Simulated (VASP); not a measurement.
All values below come from PBE GGA, VASP's PBE PAW potentials (set 64) (plane waves; VASP).

Input for VASP

**KPOINTS**
```
kpoints
0
G
7 7 7
```

INCAR:
```
SYSTEM  =  PbSe
PREC  =  Accurate; ENCUT  =  400; LREAL  =  .False.
LASPH  =  .True.
EDIFF  =  1E-2; NELM  =  100; ALGO  =  Normal
LMAXMIX  =  4
ISMEAR  =  0; SIGMA  =  0.05
GGA  =  PE
ISIF  =  2
LWAVE  =  .False.; LCHARG  =  .False.
```

### POSCAR
```
PbSe
1
    0.0000000000     3.0600000000     3.0600000000
    3.0600000000     0.0000000000     3.0600000000
    3.0600000000     3.0600000000     0.0000000000
Pb Se
1 1
Direct
  0.0000000000   0.0000000000   0.0000000000
  0.5000000000   0.5000000000   0.5000000000
```

POTCAR, in this order: Pb_d Se (PBE.64 set). Program: vasp_std.

Output of the run:

OSZICAR:
```
       N       E                     dE             d eps       ncg     rms          rms(c)
DAV:   1     0.147916693177E+03    0.14792E+03   -0.85560E+03   566   0.122E+03
DAV:   2     0.312696993170E+01   -0.14479E+03   -0.14186E+03   572   0.325E+02
DAV:   3    -0.822928255706E+01   -0.11356E+02   -0.11312E+02   752   0.101E+02
DAV:   4    -0.845872360250E+01   -0.22944E+00   -0.22937E+00   586   0.174E+01
DAV:   5    -0.846630031670E+01   -0.75767E-02   -0.75767E-02   750   0.294E+00    0.279E+00
DAV:   6    -0.818094475486E+01    0.28536E+00   -0.75485E-01   770   0.694E+00    0.159E+00
DAV:   7    -0.817645065719E+01    0.44941E-02   -0.12851E-01   630   0.201E+00    0.864E-01
DAV:   8    -0.817973400534E+01   -0.32833E-02   -0.12964E-02   382   0.153E+00
   1 F= -.81797340E+01 E0= -.81797340E+01  d E =-.284452E-11
```

OUTCAR:
```
------------------------ aborting loop because EDIFF is reached ----------------------------------------
  FORCE on cell =-STRESS in cart. coord.  units (eV):
  Direction    XX          YY          ZZ          XY          YZ          ZX
  --------------------------------------------------------------------------------------
  Total        0.5976919      0.5976919      0.5976919     -0.0000000      0.0000000     -0.0000000
  in kB       16.7106618     16.7106618     16.7106618     -0.0000000      0.0000000     -0.0000000
  external PRESSURE =      16.7106618 kB  Pullay stress =       0.0000000 kB
  volume of cell :       57.31
      direct lattice vectors                 reciprocal lattice vectors
     0.000000000  3.060000000  3.060000000    -0.163398693  0.163398693  0.163398693
     3.060000000  0.000000000  3.060000000     0.163398693 -0.163398693  0.163398693
     3.060000000  3.060000000  0.000000000     0.163398693  0.163398693 -0.163398693
  FREE ENERGIE OF THE ION-ELECTRON SYSTEM (eV)
  ---------------------------------------------------
  free  energy   TOTEN  =        -8.1797340053 eV

  energy  without entropy=       -8.1797340053  energy(sigma->0) =       -8.17973401
```
(Selected blocks of OUTCAR.)

The compound is PbSe in the rock salt structure. The cell was not relaxed at this level. The run is one of a series of settings (EDIFF = 1E-2 against the base run), some of them coarse on purpose.
